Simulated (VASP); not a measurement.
The system is W.

```
W
1.0
    -1.57500    1.57500    1.57500
     1.57500   -1.57500    1.57500
     1.57500    1.57500   -1.57500
W
1
Direct
  0.00000 0.00000 0.00000
```

The cell was built by a generator and needn't be a form met in nature.

* Program: VASP 6.6.1
* Task: relaxation of cell and atoms
* Functional: PBE
* Potentials or basis: VASP PAW PBE potentials, release 64 (W_sv)
* Cutoff: 600 eV
* k mesh: 18 × 18 × 18
* Occupations: methfessel-paxton, width 0.1 eV
* Spin: no spin polarisation

At the start: pressure 11.1 GPa; volume 15.63 Å³/atom.

Q: How do energy, volume and symmetry change on relaxing?

A: Over 4 steps the energy falls by 17.8 meV/atom and the volume is 16.16 Å³/atom (+3.4 %); space group Im-3m (No. 229, to 0.05 Å).

The path:
```
step  energy change (eV)  largest force (eV/Å)  pressure (GPa)  volume (Å³)
   1              0.0000                0.0000           11.07        15.63
   2              0.1808                0.0000          -27.99        18.20
   3             -0.0177                0.0000           -0.54        16.19
   4             -0.0178                0.0000           -0.03        16.16
```

Final structure:
```cif
data_structure
_symmetry_space_group_name_H-M 'P 1'
_symmetry_Int_Tables_number 1
_cell_length_a 2.7587
_cell_length_b 2.7587
_cell_length_c 2.7587
_cell_angle_alpha 109.471
_cell_angle_beta 109.471
_cell_angle_gamma 109.471
_cell_volume 16.16
loop_
_atom_site_label
_atom_site_type_symbol
_atom_site_fract_x
_atom_site_fract_y
_atom_site_fract_z
_atom_site_occupancy
W1 W 0.00000 0.00000 0.00000 1
```
